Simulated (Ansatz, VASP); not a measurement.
**H30C17O6 (amorphous polyethylene with carbon dioxide at 480 K): VASP beside Ansatz**

Aim: how closely do two programs agree when they are given the same cell, functional and k mesh? Of the first pair: The structure shown is the start of the Ansatz relaxation below; VASP solves that cell, so the two are compared at the walk's first step.

Method: plane waves, with VASP 6.6.1 beside it; single point at PBE with D3(BJ), in Ansatz 0.2.0.

## Step 1: The starting structure

The cell holds 106 atoms: 34 C, 60 H and 12 O. Its edges and angles: a = 11.024 Å, b = 11.024 Å, c = 11.024 Å, α = 90.0°, β = 90.0°, γ = 90.0°. As first built, before any earlier steps moved the atoms (in the runner's words): 2 polyethylene chains of 6 units, 6 carbon dioxide placed at random, at 0.819 g/cm^3; overlaps pushed apart, then 20 ps at 800 K with MMFF94 bonds, angles, torsions, charges and radii (Halgren, J. Comput. Chem. 17, 490 (1996)) in harmonic and 12-6 forms; charges of ions scaled by 0.8. Snapshot after 30 ps at 480 K and fixed volume.

## Step 2: Ansatz: relaxation, PBE with D3(BJ)

Ansatz runs on its default PAW (the set named soft_2) files.

The two programs are compared at the cell with which this relaxation starts, whose forces are those of its first step.

File input.yaml:

```yaml
crystal:
  lattice:
    - [11.02438, 0.0, 0.0]
    - [0.0, 11.02438, 0.0]
    - [0.0, 0.0, 11.02438]
  atoms:
    - { symbol: C, position: [0.64771, 0.84305, 0.84026] }
    - { symbol: C, position: [0.74959, 0.88112, 0.91951] }
    - { symbol: C, position: [0.83596, 0.96366, 0.85171] }
    - { symbol: C, position: [0.93503, 0.99744, 0.94211] }
    - { symbol: C, position: [0.88489, 0.07714, 0.0499] }
    - { symbol: C, position: [0.99183, 0.13688, 0.12197] }
    - { symbol: C, position: [0.04776, 0.04596, 0.21485] }
    - { symbol: C, position: [0.09984, 0.10707, 0.33018] }
    - { symbol: C, position: [0.18396, 0.03662, 0.39658] }
    - { symbol: C, position: [0.20856, 0.10089, 0.51819] }
    - { symbol: C, position: [0.31052, 0.19209, 0.50806] }
    - { symbol: C, position: [0.31911, 0.27066, 0.61809] }
    - { symbol: C, position: [0.44816, 0.28408, 0.66754] }
    - { symbol: C, position: [0.48856, 0.1822, 0.74525] }
    - { symbol: H, position: [0.60037, 0.92405, 0.82573] }
    - { symbol: H, position: [0.58153, 0.77837, 0.88881] }
    - { symbol: H, position: [0.67865, 0.78904, 0.76007] }
    - { symbol: H, position: [0.79074, 0.79925, 0.96729] }
    - { symbol: H, position: [0.71002, 0.93889, 0.9917] }
    - { symbol: H, position: [0.88546, 0.91631, 0.78097] }
    - { symbol: H, position: [0.78484, 0.04648, 0.81691] }
    - { symbol: H, position: [0.999, 0.0549, 0.89846] }
    - { symbol: H, position: [0.97763, 0.91793, 0.98036] }
    - { symbol: H, position: [0.84762, 0.01223, 0.11419] }
    - { symbol: H, position: [0.80677, 0.13137, 0.0166] }
    - { symbol: H, position: [0.96136, 0.21328, 0.16774] }
    - { symbol: H, position: [0.06562, 0.16711, 0.06831] }
    - { symbol: H, position: [0.12012, 0.9929, 0.17075] }
    - { symbol: H, position: [0.97728, 0.98768, 0.24287] }
    - { symbol: H, position: [0.14095, 0.19131, 0.29989] }
[... 70 atom lines left out ...]
    - { symbol: O, position: [0.93868, 0.63953, 0.0748] }
    - { symbol: C, position: [0.95978, 0.51977, 0.03763] }
    - { symbol: O, position: [0.99251, 0.40415, 0.98724] }
    - { symbol: O, position: [0.98071, 0.31148, 0.58877] }
    - { symbol: C, position: [0.93374, 0.36011, 0.48128] }
    - { symbol: O, position: [0.90352, 0.4087, 0.37134] }
kpoints:
  mp_grid: { grid: [1, 1, 1] }
hamiltonian:
  xc: pbe
  dispersion: d3bj
scf:
  occupations: { method: fixed }
output:
  forces: true
relax:
  f_tol: 0.05
  max_steps: 150
  cell: {}
```

Launch:

```
$ ansatz run input.yaml --threads 4 --pin off --max-ram 8192MiB --backend cpu --events-out ev --progress --plain --runs-dir out
```

Numbers of over 12 decimals in the logs are rounded to 6 here.

The program printed:

```text
Engine: ansatz 0.2.0, aarch64-unknown-linux-gnu
Pseudopotentials: kind: paw
Pseudopotential: C, paw, valence charge 4, recommended cutoff 420 eV (normal), C.paw.azcp
Pseudopotential: H, paw, valence charge 1, recommended cutoff 420 eV (normal), H.paw.azcp
Pseudopotential: O, paw, valence charge 6, recommended cutoff 420 eV (normal), O.paw.azcp
Functional definition: PBE
  parameter kappa = 0.804
  parameter beta = 0.066725
  exchange = pbe_x(kappa = kappa, mu = beta*pi^2/3)
  correlation = pbe_c(beta = beta)
Crystal: 106 atoms, lattice volume = 1339.870 Å³
Basis set: ecut = 420 eV, 26145 PW (Γ), exchange–correlation on 150×150×150 points (8 copies of the dense FFT grid, shifted against one another)
Bands: 240, of which v1, the nominal top of the filled ones, is band 134 counted from 1 (133 counted from 0)
Symmetry: 1 space group operations
Space group: P1 (ITA 1), of the structure as read, at distance tolerance 1.1e-4 Å
k-points: 1
Non-local potential: C, projectors of the file, l = 0: 2, l = 1: 2, l = 2: 1
Non-local potential: H, projectors of the file, l = 0: 2, l = 1: 1
Non-local potential: O, projectors of the file, l = 0: 2, l = 1: 2, l = 2: 1
PAW form: soft (Blöchl's): semilocal exchange-correlation on the pseudo side does not see the compensation charge
PAW one-centre angular grid: C, 110 points (default); XC on 64 Gauss nodes
PAW one-centre angular grid: H, 110 points (default); XC on 64 Gauss nodes
PAW one-centre angular grid: O, 110 points (default); XC on 64 Gauss nodes
Initial density: superposition of atomic densities (neutral atoms: chi_scale 0, normalization atom), corrected by the library's trained network
Initial wavefunctions: pseudopotential atomic-orbital guess
Functional: x = pbe(κ = 0.804, μ = 0.219515), c = pbe(β = 0.066725)
SCF iter   1: F=—  HF=-16283.375184 eV  |F-HF|=—  |Δ(HF+E_count)|=         —  Δρ=8.81e-3  dr2=2.55e0  ethr=1.77e-3  ⟨swp⟩=5.0  Hψ=746  notcnv=0  defer=101
preconditioner: auto → Resta (q_TF=auto, 2.086 Å⁻¹)  ε∞=2.2  [insulator: Δε(μ)=3.736 eV  Ē_g=14.932 eV  n_scr=202 (ndim 8)  ℏωp=16.6 eV  f_vac=0.324  ε∞_Penn≈2.2]
SCF iter   2: F=—  HF=-16282.428529 eV  |F-HF|=—  |Δ(HF+E_count)|=   9.47e-1  Δρ=4.48e-3  dr2=6.56e-1  ethr=9.51e-4  ⟨swp⟩=2.0  Hψ=314  notcnv=0  defer=101
SCF iter   3: F=—  HF=-16282.280116 eV  |F-HF|=—  |Δ(HF+E_count)|=   1.48e-1  Δρ=7.55e-3  dr2=9.40e-1  ethr=2.45e-4  ⟨swp⟩=3.0  Hψ=279  notcnv=0  defer=35
automatic band count: iteration 3 solves 171 bands in place of 240: the levels show a gap, and the empty bands left out lie too high to hold charge; the band table lists the bands solved (type scf.n_extra_bands for more)
SCF iter   4: F=—  HF=-16282.155757 eV  |F-HF|=—  |Δ(HF+E_count)|=   1.24e-1  Δρ=3.09e-3  dr2=1.58e-1  ethr=2.45e-4  ⟨swp⟩=3.0  Hψ=323  notcnv=0  defer=33
SCF iter   5: F=—  HF=-16282.135030 eV  |F-HF|=—  |Δ(HF+E_count)|=   2.07e-2  Δρ=1.86e-3  dr2=5.56e-2  ethr=5.90e-5  ⟨swp⟩=3.0  Hψ=276  notcnv=0  defer=35
SCF iter   6: F=—  HF=-16282.126022 eV  |F-HF|=—  |Δ(HF+E_count)|=   9.01e-3  Δρ=4.29e-4  dr2=2.26e-3  ethr=2.07e-5  ⟨swp⟩=2.0  Hψ=276  notcnv=0  defer=34
SCF iter   7: F=—  HF=-16282.126699 eV  |F-HF|=—  |Δ(HF+E_count)|=   6.77e-4  Δρ=4.36e-4  dr2=2.91e-3  ethr=8.44e-7  ⟨swp⟩=2.0  Hψ=278  notcnv=0  defer=35
SCF iter   8: F=—  HF=-16282.126473 eV  |F-HF|=—  |Δ(HF+E_count)|=   2.26e-4  Δρ=1.00e-4  dr2=1.76e-4  ethr=8.44e-7  ⟨swp⟩=2.0  Hψ=278  notcnv=0  defer=34
SCF iter   9: F=—  HF=-16282.126513 eV  |F-HF|=—  |Δ(HF+E_count)|=   4.06e-5  Δρ=5.54e-5  dr2=5.15e-5  ethr=6.59e-8  ⟨swp⟩=2.0  Hψ=246  notcnv=0  defer=29
SCF iter  10: F=—  HF=-16282.125545 eV  |F-HF|=—  |Δ(HF+E_count)|=   9.68e-4  Δρ=2.87e-5  dr2=1.25e-5  ethr=1.92e-8  ⟨swp⟩=2.0  Hψ=272  notcnv=0  defer=29
SCF iter  11: F=—  HF=-16282.125547 eV  |F-HF|=—  |Δ(HF+E_count)|=   2.00e-6  Δρ=1.47e-5  dr2=3.37e-6  ethr=4.68e-9  ⟨swp⟩=2.0  Hψ=225  notcnv=0  defer=29
SCF iter  12: F=—  HF=-16282.125548 eV  |F-HF|=—  |Δ(HF+E_count)|=   9.63e-7  Δρ=1.16e-5  dr2=2.10e-6  ethr=1.26e-9  ⟨swp⟩=2.0  Hψ=272  notcnv=0  defer=29
SCF iter  13: F=—  HF=-16282.125548 eV  |F-HF|=—  |Δ(HF+E_count)|=   9.71e-8  Δρ=4.14e-6  dr2=2.82e-7  ethr=7.85e-10  ⟨swp⟩=2.0  Hψ=241  notcnv=0  defer=29
SCF iter  14: F=-16282.125548 eV  HF=-16282.125548 eV  |F-HF|=1.10e-8  |Δ(HF+E_count)|=   4.30e-9  Δρ=1.77e-6  dr2=4.81e-8  ethr=3.73e-11  ⟨swp⟩=4.0  Hψ=536  notcnv=0
SCF 1 converged in 14 iterations: F = -16282.125548 eV  dr2 = 4.81e-8
  greatest PAW one-centre occupation: 0.881 electrons in one spin orbital (limit 2), on the O atom at site 99 (counted from 0), in its partial waves of l = 0
relax step   1: F+E_penalty+E_count = -16282.12554812 eV  Δ(F+E_penalty+E_count) = +0.000e0 eV  max|allowed force component| = 1.048e1 eV/Å  Δτ_max = 0.0000 Å  P = -5.174 GPa  Ω = 1339.870 Å³  (14 SCF iters, dr2 threshold 1.00e-7 eV, accepted)
Crystal: 106 atoms, lattice volume = 1360.757 Å³
[...]
- [-0.729285, 10.523226, 0.362170]
    - [0.424905, 0.362170, 10.548386]
  atoms:
    - { symbol: C, position: [0.587364, 0.870293, 0.850509] }
    - { symbol: C, position: [0.686454, 0.942713, 0.932652] }
    - { symbol: C, position: [0.823446, 0.996702, 0.859761] }
    - { symbol: C, position: [0.933083, 1.047006, 0.944774] }
    - { symbol: C, position: [0.901618, 0.160293, 0.019249] }
    - { symbol: C, position: [1.007820, 0.203648, 0.110345] }
    - { symbol: C, position: [0.020542, 0.101323, 0.216226] }
    - { symbol: C, position: [0.105622, 0.150513, 0.321496] }
    - { symbol: C, position: [0.125038, 0.042570, 0.419750] }
    - { symbol: C, position: [0.158027, 0.086992, 0.550098] }
    - { symbol: C, position: [0.297404, 0.168122, 0.550609] }
    - { symbol: C, position: [0.312323, 0.238565, 0.671843] }
    - { symbol: C, position: [0.457089, 0.302826, 0.685241] }
    - { symbol: C, position: [0.551271, 0.209370, 0.727696] }
    - { symbol: H, position: [0.562877, 0.932781, 0.770859] }
    - { symbol: H, position: [0.491304, 0.830125, 0.905925] }
    - { symbol: H, position: [0.630059, 0.789521, 0.810686] }
    - { symbol: H, position: [0.703963, 0.877162, 1.013188] }
    - { symbol: H, position: [0.640012, 1.020733, 0.974510] }
    - { symbol: H, position: [0.860212, 0.920255, 0.806660] }
    - { symbol: H, position: [0.809374, 0.073919, 0.788594] }
    - { symbol: H, position: [1.029658, 0.075564, 0.885019] }
    - { symbol: H, position: [0.949248, 0.966499, 1.010913] }
    - { symbol: H, position: [0.802355, 0.135594, 0.075064] }
    - { symbol: H, position: [0.891536, 0.241179, -0.048749] }
    - { symbol: H, position: [0.980683, 0.289757, 0.154007] }
    - { symbol: H, position: [0.107675, 0.233721, 0.056621] }
    - { symbol: H, position: [0.064018, 1.020778, 0.176052] }
    - { symbol: H, position: [0.918020, 1.060279, 0.259249] }
    - { symbol: H, position: [0.204584, 0.201106, 0.279037] }
    - { symbol: H, position: [0.055458, 0.223311, 0.369556] }
    - { symbol: H, position: [0.031724, 0.972124, 0.432310] }
    - { symbol: H, position: [0.204243, -0.010806, 0.381122] }
    - { symbol: H, position: [0.151239, 0.00301241, 0.619294] }
    - { symbol: H, position: [0.079351, 0.142991, 0.585045] }
    - { symbol: H, position: [0.315488, 0.239977, 0.468219] }
    - { symbol: H, position: [0.376660, 0.105810, 0.538527] }
    - { symbol: H, position: [0.277377, 0.170877, 0.755948] }
[...]
- { symbol: C, position: [0.180828, 0.717393, 0.192198] }
    - { symbol: C, position: [0.178684, 0.621928, 0.307798] }
    - { symbol: C, position: [0.149987, 0.679827, 0.434270] }
    - { symbol: C, position: [0.159684, 0.590113, 0.551675] }
    - { symbol: C, position: [0.115627, 0.645549, 0.676013] }
    - { symbol: C, position: [0.131037, 0.562056, 0.796629] }
    - { symbol: C, position: [0.277583, 0.564449, 0.829368] }
    - { symbol: C, position: [0.291613, 0.474755, 0.945679] }
    - { symbol: C, position: [0.430003, 0.500934, 0.998246] }
    - { symbol: C, position: [0.440841, 0.422406, 0.122919] }
    - { symbol: C, position: [0.577285, 0.452896, 0.179565] }
    - { symbol: C, position: [0.615906, 0.594048, 0.203907] }
    - { symbol: C, position: [0.752349, 0.623401, 0.259750] }
    - { symbol: C, position: [0.792223, 0.766423, 0.273675] }
[...]
- { symbol: H, position: [0.657983, 0.422770, 0.115955] }
    - { symbol: H, position: [0.619922, 0.654944, 0.114617] }
    - { symbol: H, position: [0.535843, 0.624140, 0.268507] }
    - { symbol: H, position: [0.748956, 0.568321, 0.352386] }
    - { symbol: H, position: [0.831873, 0.588511, 0.198496] }
    - { symbol: H, position: [0.885475, 0.786071, 0.321773] }
    - { symbol: H, position: [0.809610, 0.820943, 0.180175] }
    - { symbol: H, position: [0.710553, 0.804692, 0.328273] }
    - { symbol: O, position: [0.227954, -0.096417, 0.889873] }
    - { symbol: C, position: [0.278775, 0.970589, 0.961805] }
    - { symbol: O, position: [0.329965, 1.037953, 0.033559] }
    - { symbol: O, position: [0.714812, 0.555054, 0.626946] }
    - { symbol: C, position: [0.629329, 0.607487, 0.587176] }
    - { symbol: O, position: [0.543702, 0.659708, 0.547682] }
    - { symbol: O, position: [0.735321, 0.027176, 0.500151] }
    - { symbol: C, position: [0.777510, -0.063550, 0.541168] }
    - { symbol: O, position: [0.819604, 0.845627, 0.581645] }
    - { symbol: O, position: [0.474113, 0.922794, 0.320451] }
    - { symbol: C, position: [0.521434, 0.026267, 0.278167] }
    - { symbol: O, position: [0.568883, 0.129465, 0.236007] }
    - { symbol: O, position: [0.814356, 0.654940, -0.090662] }
    - { symbol: C, position: [0.802382, 0.545248, -0.106077] }
    - { symbol: O, position: [0.790142, 0.435570, 0.879051] }
    - { symbol: O, position: [0.900562, 0.297293, 0.605132] }
    - { symbol: C, position: [0.836074, 0.313256, 0.519260] }
    - { symbol: O, position: [0.772309, 0.329493, 0.433037] }
```

## Step 3: VASP: single point, PBE with D3(BJ), start cell, pair 1

The same cell, functional and mesh now go to VASP, with its own data sets.

Lines of VASP's logs that name or quote its potential files are left out, and so is its time.

File INCAR:

```
SYSTEM = H30C17O6
PREC = Accurate
ENCUT = 520
EDIFF = 1E-06
NELM = 120
ISMEAR = 0
SIGMA = 0.01
LREAL = Auto
ALGO = Normal
GGA = PE
IVDW = 12
NBANDS = 208
LORBIT = 11
LWAVE = .FALSE.
LCHARG = .FALSE.
ISIF = 2
LASPH = .TRUE.
GGA_COMPAT = .FALSE.
EFERMI = MIDGAP
NCORE = 2
```

File POSCAR:

```
H30C17O6
1.0
   11.0243800000      0.0000000000      0.0000000000
    0.0000000000     11.0243800000      0.0000000000
    0.0000000000      0.0000000000     11.0243800000
C H O
34 60 12
Direct
    0.6477098939      0.8430496772      0.8402558693
    0.7495931744      0.8811198453      0.9195074916
    0.8359563077      0.9636641698      0.8517122958
    0.9350276387      0.9974438472      0.9421119374
    0.8848933001      0.0771381248      0.0498984977
    0.9918290190      0.1368784458      0.1219660425
    0.0477577877      0.0459617684      0.2148510846
    0.0998423494      0.1070717809      0.3301772980
    0.1839559231      0.0366188393      0.3965755897
    0.2085559460      0.1008854920      0.5181878709
    0.3105208638      0.1920924351      0.5080557818
    0.3191109160      0.2706637471      0.6180937159
    0.4481612571      0.2840794675      0.6675386734
    0.4885626221      0.1821961870      0.7452482589
    0.1317987950      0.6856167875      0.2430340754
    0.1487067753      0.6205700457      0.3643379492
    0.1224014412      0.7073957901      0.4671010977
    0.1337399473      0.6268198302      0.5791436797
    0.1322886185      0.6991232160      0.6975811792
    0.1397538909      0.6209238071      0.8166173517
    0.2688405153      0.5653469855      0.8303142671
    0.2969509396      0.5098064472      0.9535592931
    0.4262734049      0.5082825519      0.9866586602
    0.4288041595      0.4927624048      0.1205509970
    0.5531104697      0.4928531128      0.1822959659
    0.6130594192      0.6159439352      0.1683269263
    0.7095999956      0.6208965946      0.2665274600
    0.7320865210      0.7601425205      0.2879164180
    0.2748272465      0.9123415557      0.9512643795
    0.4805440306      0.5847585080      0.5757693403
[... 70 atom lines left out ...]
    0.4972070992      0.9669478011      0.1664311281
    0.4473993095      0.2056442176      0.0786438784
    0.9386831731      0.6395280279      0.0747978571
    0.9925093293      0.4041497118      0.9872391917
    0.9807082122      0.3114823691      0.5887678037
    0.9035156626      0.4087032559      0.3713406105
```

File KPOINTS:

```
Automatic mesh
0
Gamma
1 1 1
0 0 0
```

PAW data sets: C, H and O (PBE family, release 64).

Launch:

```
$ mpirun -np 8 vasp_gam
```

The program printed:

```text
[banner, memory and clock lines left out]
running    8 mpi-ranks, on    1 nodes
[...]
LDA part: xc-table for (Slater+PW92), standard interpolation
 POSCAR, INCAR and KPOINTS ok, starting setup
[...]
entering main loop
       N       E                     dE             d eps       ncg     rms          rms(c)
DAV:   1     0.190594438858E+04    0.19059E+04   -0.13279E+05   424   0.115E+03
DAV:   2    -0.390314973322E+03   -0.22963E+04   -0.21698E+04   512   0.269E+02
DAV:   3    -0.645310314732E+03   -0.25500E+03   -0.25238E+03   536   0.928E+01
DAV:   4    -0.652432491728E+03   -0.71222E+01   -0.70930E+01   528   0.173E+01
[...]
DAV:  21    -0.590137541671E+03    0.36841E-05   -0.41822E-06   464   0.813E-03    0.372E-03
DAV:  22    -0.590137540544E+03    0.11270E-05   -0.17712E-06   376   0.543E-03    0.205E-03
DAV:  23    -0.590137540439E+03    0.10557E-06   -0.12210E-06   304   0.315E-03
   1 F= -.59462922E+03 E0= -.59462922E+03  d E =0.000000E+00
```

Parts of OUTCAR (step 3):

```text
  FREE ENERGIE OF THE ION-ELECTRON SYSTEM (eV)
  ---------------------------------------------------
  free  energy   TOTEN  =      -594.6292177930 eV

  energy  without entropy=     -594.6292177930  energy(sigma->0) =     -594.62921779
```

The run ends at a pressure of -5.08 GPa, with forces up to 11 eV/Å.

## Step 4: Comparison

Known differences besides the potentials themselves: fixed occupations in Ansatz, narrow Gaussian smearing in VASP; the cutoff is 420 eV in Ansatz and 520 eV in VASP (PREC = Accurate, projectors in real space). Total energies have different zeros and are not compared.

Forces on 10 of the 106 atoms, those with the largest forces and the largest differences (eV/Å; atoms numbered as in POSCAR):

```tsv
atom	Ansatz x, y, z	VASP x, y, z
O96	-0.998, 8.743, -6.195	-0.976, 8.559, -6.057
O97	-1.955, -2.868, -9.684	-1.900, -2.804, -9.445
O98	5.546, 1.636, 8.158	5.406, 1.587, 7.937
O99	8.261, -4.632, -5.505	8.087, -4.524, -5.394
O100	-7.434, 6.168, 5.732	-7.303, 6.055, 5.627
O101	-1.577, 10.054, -3.892	-1.539, 9.824, -3.804
O102	2.603, -10.209, 3.542	2.563, -10.055, 3.488
O103	1.452, -10.478, -3.295	1.418, -10.259, -3.231
O104	-2.930, 9.708, 4.484	-2.879, 9.534, 4.405
O106	2.284, -4.170, 9.320	2.226, -4.071, 9.091
```

The forces differ by 47 meV/Å r.m.s., which is 2.1 % of the r.m.s. force of 2.277 eV/Å (both taken over all components).

(Part 1 of 2 ends here.)

[Lines on the potential files, build, host, timing and source positions are cut from VASP's logs without a mark.]

[Logs are printed without paths, hosts, clocks, repeated set-up lines and the standing remarks that a program may print on its own settings, such as how far it seeks lower states.]

[Hosts, paths, dates, database ids (printed as entryN), source tags and the programs' standing remarks are cut or masked in the printed files.]

[The MMFF94 radii named for the starting cell were scaled by 0.96; in molecules described by MMFF94, hydrogen bound to N, O or S took a small fixed 12-6 site in their place.]
